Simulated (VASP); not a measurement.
VASP input:

INCAR:
```
SYSTEM = MoSe2
PREC = Accurate; ENCUT = 520; LREAL = .FALSE.
LASPH = .TRUE.
EDIFF = 1E-7; NELM = 100; ALGO = Normal
LMAXMIX = 4
ISMEAR = 0; SIGMA = 0.05
GGA = RE
IBRION = 2; NSW = 30; ISIF = 4
EDIFFG = -0.01
LWAVE = .FALSE.; LCHARG = .FALSE.
```

File POSCAR:
```
MoSe2
1
    1.7044441093    -2.9521842434     0.0000000000
    1.7044441093     2.9521842434     0.0000000000
    0.0000000000     0.0000000000    17.2548367376
Mo Se
2 4
Direct
  0.3333330000   0.6666670000   0.2500000000
  0.6666670000   0.3333330000   0.7500000000
  0.3333330000   0.6666670000   0.8487539803
  0.6666670000   0.3333330000   0.3487539803
  0.6666670000   0.3333330000   0.1512460197
  0.3333330000   0.6666670000   0.6512460197
```

KPOINTS:
```
K-points
0
gamma
  8 8 2
0 0 0
```

POTCAR, in this order: Mo_sv Se (PBE.64 set). Program: vasp_std.

Translate this revPBE calculation to Quantum ESPRESSO's pw.x.

One equivalent input (not run):
```
&CONTROL
  calculation = 'vc-relax'
  pseudo_dir = './pseudo'
  outdir = './out'
  tprnfor = .true.
  tstress = .true.
  nstep = 30
  forc_conv_thr = 0.00039
/
&SYSTEM
  ibrav = 0
  nat = 6
  ntyp = 2
  ecutwfc = 86
  occupations = 'smearing'
  smearing = 'gaussian'
  degauss = 0.003675
  input_dft = 'revpbe'
/
&ELECTRONS
  conv_thr = 7.3e-09
  electron_maxstep = 100
/
&IONS
/
&CELL
  cell_dofree = 'shape'
/
ATOMIC_SPECIES
  Mo 95.950 Mo.upf
  Se 78.971 Se.upf
CELL_PARAMETERS angstrom
     1.7044441   -2.9521842    0.0000000
     1.7044441    2.9521842    0.0000000
     0.0000000    0.0000000   17.2548367
ATOMIC_POSITIONS crystal
  Mo   0.3333330  0.6666670  0.2500000
  Mo   0.6666670  0.3333330  0.7500000
  Se   0.3333330  0.6666670  0.8487540
  Se   0.6666670  0.3333330  0.3487540
  Se   0.6666670  0.3333330  0.1512460
  Se   0.3333330  0.6666670  0.6512460
K_POINTS automatic
  8 8 2 0 0 0
```
The two are equivalent in intent, not identical: the potentials are each code's own (VASP's PAW set, PseudoDojo norm-conserving files in pw.x), so ENCUT and ecutwfc are chosen apart and not converted; conv_thr bounds pw.x's estimated SCF error, while EDIFF bounds the energy change between steps; forc_conv_thr acts on force components and is met together with etot_conv_thr.

The compound is MoSe2 in the 2H layered structure. This cell is one point of a volume scan, at 1.06 of the reference volume. Symmetry was kept, so distortions that lower it aren't found.
